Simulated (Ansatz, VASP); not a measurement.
# HfC in two plane-wave programs, part 2 of 2

Aim: how closely do two programs agree when they are given the same cell, functional and k mesh? Of the first pair: The cell is taken from a series of runs on this material, whose earlier steps may have relaxed, scaled, displaced or heated it; both programs get it as it stands.

VASP 6.6.1 and Ansatz 0.2.0.

So far: The starting structure; VASP: relaxation of cell and atoms, PBEsol; Ansatz: relaxation of cell and atoms, PBEsol; Side by side.

**5. Ansatz: relaxation, PBEsol**

Level of this step: Ansatz beside VASP: Kohn-Sham DFT, plane waves, PBEsol (Ansatz).

This run makes the geometry at which the two programs are then compared.

The structure compared here is the end of the Ansatz relaxation.

input.yaml reads:

```yaml
crystal:
  lattice:
    - [0.0, 2.3266158713, 2.3035800706]
    - [2.3266158713, 0.0, 2.3035800706]
    - [2.3266158713, 2.3266158713, 0.0]
  atoms:
    - { symbol: C, position: [0.0, 0.0, 0.0] }
    - { symbol: Hf, position: [0.5, 0.5, 0.5] }
  conventional_axes: [[-1, 1, 1], [1, -1, 1], [1, 1, -1]]
kpoints:
  mp_grid: { grid: [16, 16, 16] }
hamiltonian:
  xc: pbesol
  pseudopotentials: { kind: paw, azcp: { folder: soft_1 }, xc_functional: pbe }
scf:
  occupations: { method: methfessel_paxton, width: 0.2 }
output:
  forces: true
  stress: true
  eigenvalues: true
relax:
  adjacent_minimum: "off"
  f_tol: 0.001
  max_steps: 60
  cell: { stress_tol: 0.01, fix: [a, b, gamma] }
```

On the command line:

```
$ ansatz run input.yaml --threads 4 --pin off --max-ram 10240MiB --backend cpu --events-out ev --progress --plain --runs-dir out
```

Numbers of over 12 decimals in the logs are rounded to 6 here.

What it wrote:

```text
[...]
Crystal: 2 atoms, lattice volume = 24.939 Å³
Basis set: ecut = 420 eV, 531 PW (Γ), exchange–correlation on 48×48×48 points (8 copies of the dense FFT grid, shifted against one another)
Bands: 19, of which v1, the nominal top of the filled ones, is band 15 counted from 1 (14 counted from 0)
Symmetry: 16 space group operations
[...]
k-points: 349 of 4096
[...]
k-point 348: bands = [... 11 lower, 8.2282, 16.1590, 16.7485, 18.5606, 18.5606, 23.9995, 25.4396, 25.4396]
--- Relaxed structure (4 steps of the walk, 4 accepted, 2 SCFs on fresh bases) ---
[...]
cell:  # Å, volume = 24.8433 Å³
    - [0, 2.3266158713, 2.294717]
    - [2.3266158713, 0, 2.294717]
    - [2.3266158713, 2.3266158713, 0]
  atoms:
    - { symbol: C, position: [0, 0, 0] }
    - { symbol: Hf, position: [0.5, 0.5, 0.5] }
[key lines of the parts left out:]
SCF converged after 5 iterations
Free energy (F): -15847.473201 eV
Fermi energy:    18.657818 eV
P = ⅓ Tr σ = -3.7712 GPa (-37.712 kbar)
```

**6. VASP: single point, PBEsol, pair 2**

The same cell, functional, mesh and smearing now go to VASP, with its own data sets.

INCAR reads:

```
SYSTEM = HfC
PREC = Accurate
ENCUT = 600
EDIFF = 1E-06
NELM = 120
ISMEAR = 1
SIGMA = 0.2
LREAL = .FALSE.
ALGO = Normal
GGA = PS
NBANDS = 13
LASPH = .TRUE.
LORBIT = 11
LWAVE = .FALSE.
LCHARG = .FALSE.
ISIF = 2
GGA_COMPAT = .FALSE.
KPAR = 2
```

POSCAR reads:

```
HfC
1.0
    0.0000000000      2.3266158713      2.2947168436
    2.3266158713      0.0000000000      2.2947168436
    2.3266158713      2.3266158713      0.0000000000
C Hf
1 1
Direct
    0.0000000000      0.0000000000      0.0000000000
    0.5000000000      0.5000000000      0.5000000000
```

KPOINTS reads:

```
Automatic mesh
0
Gamma
16 16 16
0 0 0
```

The projector-augmented-wave data sets are C and Hf_pv (PBE family, release 64).

On the command line:

```
$ mpirun -np 2 vasp_std
```

What it wrote:

```text
[banner, memory and clock lines left out]
running    2 mpi-ranks, on    1 nodes
[...]
[... a notice as in an earlier step ...]

 LDA part: xc-table for (Slater+PW92), standard interpolation
 POSCAR, INCAR and KPOINTS ok, starting setup
[...]
entering main loop
       N       E                     dE             d eps       ncg     rms          rms(c)
DAV:   1     0.247529461255E+02    0.24753E+02   -0.85901E+03  9082   0.119E+03
DAV:   2    -0.232961374678E+02   -0.48049E+02   -0.44929E+02 11550   0.220E+02
DAV:   3    -0.250731547599E+02   -0.17770E+01   -0.17678E+01 11293   0.301E+01
DAV:   4    -0.250829508076E+02   -0.97960E-02   -0.97948E-02 10242   0.268E+00
[...]
DAV:  10    -0.221865080030E+02    0.44609E-03   -0.18391E-03 10912   0.313E-01    0.562E-02
DAV:  11    -0.221865045197E+02    0.34833E-05   -0.85472E-05 10559   0.848E-02    0.174E-02
DAV:  12    -0.221865039713E+02    0.54847E-06   -0.32312E-06 11109   0.148E-02
   1 F= -.22186504E+02 E0= -.22186292E+02  d E =-.634504E-03
```

From OUTCAR (step 6):

```text
  Total       -0.9594819     -0.9594819     -0.0669252      0.0000000     -0.0000000     -0.0000000
  in kB      -61.8783735    -61.8783735     -4.3161046      0.0000000     -0.0000000     -0.0000000
  external PRESSURE =     -42.6909505 kB  Pullay stress =       0.0000000 kB

 POSITION                                       TOTAL-FORCE (eV/Angst)
 -----------------------------------------------------------------------------------
      0.00000      0.00000      0.00000        -0.000000     -0.000000      0.000000
      2.32662      2.32662      2.29472         0.000000      0.000000      0.000000
 -----------------------------------------------------------------------------------
    total drift:                                0.000000      0.000000      0.000000

  FREE ENERGIE OF THE ION-ELECTRON SYSTEM (eV)
  ---------------------------------------------------
  free  energy   TOTEN  =       -22.1865039713 eV

  energy  without entropy=      -22.1858694669  energy(sigma->0) =      -22.18629247

[... 3 further parts left out ...]
[key lines of the parts left out:]
E-fermi :   5.8771
```

The run ends at a pressure of -4.27 GPa.

**7. Differences**

What differs besides the data sets and the points named for the pairs above, as far as they apply: the data sets hold 30 valence electrons in Ansatz (on its PAW soft_1 files) and 14 in VASP; Ansatz's pressure holds a Pulay correction, VASP's none. Total energies have different zeros and are not compared.

Compared:

```
      quantity  Ansatz   VASP  difference
pressure (GPa)   -3.77  -4.27       +0.50
```

**8. Ansatz: relaxation, PBEsol**

This run makes the geometry at which the two programs are then compared. The cell compared in this pair holds 25.24 Å³, against 24.84 Å³ for the pair before.

The structure compared here is the end of the Ansatz relaxation.

input.yaml: that of step 5 with these lines changed.

```diff
@@ -2,5 +2,5 @@
   lattice:
-    - [0.0, 2.3266158713, 2.3035800706]
-    - [2.3266158713, 0.0, 2.3035800706]
-    - [2.3266158713, 2.3266158713, 0.0]
+    - [0.0, 2.349651672, 2.2947168436]
+    - [2.349651672, 0.0, 2.2947168436]
+    - [2.349651672, 2.349651672, 0.0]
   atoms:
```

On the command line:

```
$ ansatz run input.yaml --threads 4 --pin off --max-ram 10240MiB --backend cpu --events-out ev --progress --plain --runs-dir out
```

What it wrote:

```text
[...]
Crystal: 2 atoms, lattice volume = 25.338 Å³
Basis set: ecut = 420 eV, 531 PW (Γ), exchange–correlation on 48×48×48 points (8 copies of the dense FFT grid, shifted against one another)
Bands: 19, of which v1, the nominal top of the filled ones, is band 15 counted from 1 (14 counted from 0)
Symmetry: 16 space group operations
[...]
k-points: 349 of 4096
[...]
k-point 348: bands = [... 11 lower, 7.9891, 15.9195, 16.4593, 18.1623, 18.1623, 23.5933, 24.9876, 24.9876]
--- Relaxed structure (4 steps of the walk, 4 accepted, 2 SCFs on fresh bases) ---
[...]
cell:  # Å, volume = 25.2448 Å³
    - [0, 2.349651672, 2.286311]
    - [2.349651672, 0, 2.286311]
    - [2.349651672, 2.349651672, 0]
  atoms:
    - { symbol: C, position: [0, 0, 0] }
    - { symbol: Hf, position: [0.500000, 0.500000, 0.500000] }
[key lines of the parts left out:]
SCF converged after 5 iterations
Free energy (F): -15847.447832 eV
Fermi energy:    18.338844 eV
P = ⅓ Tr σ = -7.1452 GPa (-71.452 kbar)
```

**9. VASP: single point, PBEsol, pair 3**

The same cell, functional, mesh and smearing now go to VASP, with its own data sets.

INCAR is that of step 6.

POSCAR reads:

```
HfC
1.0
    0.0000000000      2.3496516720      2.2863105419
    2.3496516720      0.0000000000      2.2863105419
    2.3496516720      2.3496516720      0.0000000000
C Hf
1 1
Direct
    0.0000000000      0.0000000000      0.0000000000
    0.5000000000      0.5000000000      0.5000000000
```

KPOINTS is that of step 6.

On the command line:

```
$ mpirun -np 2 vasp_std
```

What it wrote:

```text
[... set-up lines as in an earlier step ...]
 entering main loop
       N       E                     dE             d eps       ncg     rms          rms(c)
DAV:   1     0.249235804090E+02    0.24924E+02   -0.85347E+03  9098   0.118E+03
DAV:   2    -0.232366513072E+02   -0.48160E+02   -0.45000E+02 11541   0.220E+02
DAV:   3    -0.250650624372E+02   -0.18284E+01   -0.18165E+01 11413   0.303E+01
DAV:   4    -0.250759189642E+02   -0.10857E-01   -0.10855E-01 10076   0.276E+00
[...]
DAV:  10    -0.221599514540E+02    0.46045E-03   -0.18971E-03 10927   0.316E-01    0.466E-02
DAV:  11    -0.221599484836E+02    0.29704E-05   -0.89367E-05 10549   0.858E-02    0.243E-02
DAV:  12    -0.221599480616E+02    0.42194E-06   -0.29187E-06 11079   0.142E-02
   1 F= -.22159948E+02 E0= -.22159873E+02  d E =-.224665E-03
```

From OUTCAR (step 9):

```text
  Total       -1.7855063     -1.7855063     -0.0691185      0.0000000      0.0000000      0.0000000
  in kB     -113.3182316   -113.3182316     -4.3866479      0.0000000      0.0000000      0.0000000
  external PRESSURE =     -77.0077037 kB  Pullay stress =       0.0000000 kB

 POSITION                                       TOTAL-FORCE (eV/Angst)
 -----------------------------------------------------------------------------------
      0.00000      0.00000      0.00000        -0.000000      0.000000      0.000000
      2.34965      2.34965      2.28631         0.000000     -0.000000      0.000000
 -----------------------------------------------------------------------------------
    total drift:                                0.000000      0.000000      0.000000

  FREE ENERGIE OF THE ION-ELECTRON SYSTEM (eV)
  ---------------------------------------------------
  free  energy   TOTEN  =       -22.1599480616 eV

  energy  without entropy=      -22.1597233963  energy(sigma->0) =      -22.15987317

[... 1 part as in an earlier step ...]

[... 2 further parts left out ...]
[key lines of the parts left out:]
E-fermi :   5.7619
```

The run ends at a pressure of -7.70 GPa.

**10. Comparison**

What differs besides the data sets and the points named for the pairs above, as far as they apply: the data sets hold 30 valence electrons in Ansatz (on its PAW soft_1 files) and 14 in VASP. Total energies have different zeros and are not compared.

The two programs side by side:

| quantity | Ansatz | VASP | difference |
| --- | --- | --- | --- |
| pressure (GPa) | -7.15 | -7.70 | +0.56 |

**11. What came out**

| Item | Value |
| --- | --- |
| difference in volume (relaxation of cell and atoms, PBEsol) | 0.17 % |
| difference in pressure (single point, PBEsol, pair 2) | 0.50 GPa |
| difference in pressure (single point, PBEsol, pair 3) | 0.56 GPa |

The difference in pressure is 0.56 GPa (single point, PBEsol, pair 3), within the 1 GPa picked in this series as the mark of a large difference. The data sets hold unlike numbers of valence electrons (30 in Ansatz and 14 in VASP), so part of the differences comes from the potentials. 5 further runs of this series are not shown here. How closely two codes agree says nothing of how well the functional describes the real material.

[Lines on the potential files, build, host, timing and source positions are cut from VASP's logs without a mark.]

[Logs are printed without paths, hosts, clocks, repeated set-up lines and the standing remarks that a program may print on its own settings, such as how far it seeks lower states.]

[Hosts, paths, dates, database ids (printed as entryN), source tags and the programs' standing remarks are cut or masked in the printed files.]
